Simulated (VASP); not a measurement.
Input:

```xyz
1
Lattice="-2.8362 2.8362 2.8362 2.8362 -2.8362 2.8362 2.8362 2.8362 -2.8362" Properties=species:S:1:pos:R:3 pbc="T T T"
Rb     0.0000     0.0000     0.0000
```

These are PBE GGA, VASP's PBE PAW potentials (set 64) (plane waves; VASP) values and carry that method's errors. Run with 480 eV cut-off, 8×8×8 Γ-centred mesh, first-order Methfessel-Paxton smearing of 0.10 eV, potentials Rb_sv.

Task: Estimate the energy per atom (σ→0), band gap (on the k-mesh) with the smallest direct gap where there is one.

Result: 
The band gap (on the k-mesh) is none (metal, semimetal or under 0.01 eV) and the energy per atom (σ→0) is -0.929 eV/atom.

Only differences to runs with the same potentials and settings are physical.

The compound is Rb in the bcc structure. It was relaxed first.
